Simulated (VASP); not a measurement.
Consider the following.

```xyz
2
Lattice="0.0000 2.7437 2.7437 2.7437 0.0000 2.7437 2.7437 2.7437 0.0000" Properties=species:S:1:pos:R:3 pbc="T T T"
Ca     0.0000     0.0000     0.0000
Se     2.7437     2.7437     2.7437
```

These are PBE GGA, VASP's PBE PAW potentials (set 64) (plane waves; VASP) values and carry that method's errors. Numerical set-up: 480 eV cut-off, 8×8×8 Γ-centred mesh, Gaussian smearing of 0.050 eV, potentials Ca_sv Se.

Question: What does the run give for the energy per atom (σ→0), pressure, band gap (on the k-mesh) with the smallest direct gap where there is one?

Answer: 
The band gap (on the k-mesh) comes out as 1.29 eV. The smallest direct gap (on the k-mesh) is 2.44 eV, the energy per atom (σ→0) is -4445 meV/atom and the pressure is 19.98 GPa.

Only differences to runs with the same potentials and settings are physical.

The compound is CaSe in the rock salt structure. It was relaxed first under an external pressure of 20 GPa.
